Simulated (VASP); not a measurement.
Data:

```
CELL_PARAMETERS angstrom
      0.00000     4.21892     4.21892
      4.21892     0.00000     4.21892
      4.21892     4.21892     0.00000
ATOMIC_POSITIONS crystal
  Ca 0.00000 0.00000 0.00000
  Sn 0.50000 0.50000 0.50000
  F  0.73394 0.73394 0.26606
  F  0.26606 0.26606 0.73394
  F  0.26606 0.73394 0.73394
  F  0.73394 0.26606 0.26606
  F  0.73394 0.26606 0.73394
  F  0.26606 0.73394 0.26606
```

Level of theory: PBEsol GGA, VASP's PBE PAW potentials (set 64) (plane waves; VASP). Settings: 400 eV cut-off, 5×5×5 Γ-centred mesh, Fermi-Dirac smearing of 0.050 eV, potentials Ca_sv Sn_d F.

Unless said otherwise, spin-orbit coupling is left out, though it shifts the bands of the heavy elements here.

Give the energies of bands 21 to 34 at the high-symmetry points, in eV from the valence-band maximum.

```tsv
band	Γ	X	U	L	W
21	-1.48	-1.49	-1.37	-1.16	-1.31
22	-1.48	-1.33	-1.16	-1.16	-1.31
23	-1.32	-0.98	-1.12	-1.14	-1.08
24	-1.32	-0.90	-1.01	-0.98	-0.90
25	-0.62	-0.90	-0.79	-0.98	-0.81
26	-0.62	-0.79	-0.79	-0.90	-0.81
27	-0.62	-0.79	-0.77	-0.90	-0.77
28	-0.52	-0.61	-0.70	-0.53	-0.63
29	-0.52	-0.56	-0.66	-0.53	-0.63
30	-0.52	-0.56	-0.51	-0.39	-0.62
31	0.00	-0.48	-0.40	-0.19	-0.48
32	0.00	-0.48	-0.32	-0.19	-0.17
33	0.00	-0.01	-0.08	-0.14	-0.17
34	5.66	6.25	6.43	6.68	6.45
```

The gap is direct, 5.66 eV, from the valence maximum at Γ to the conduction minimum at Γ.

The structure comes from a computed database's CaSnF6 entry; how it stands against other phases isn't given here. The cell was not relaxed at this level.
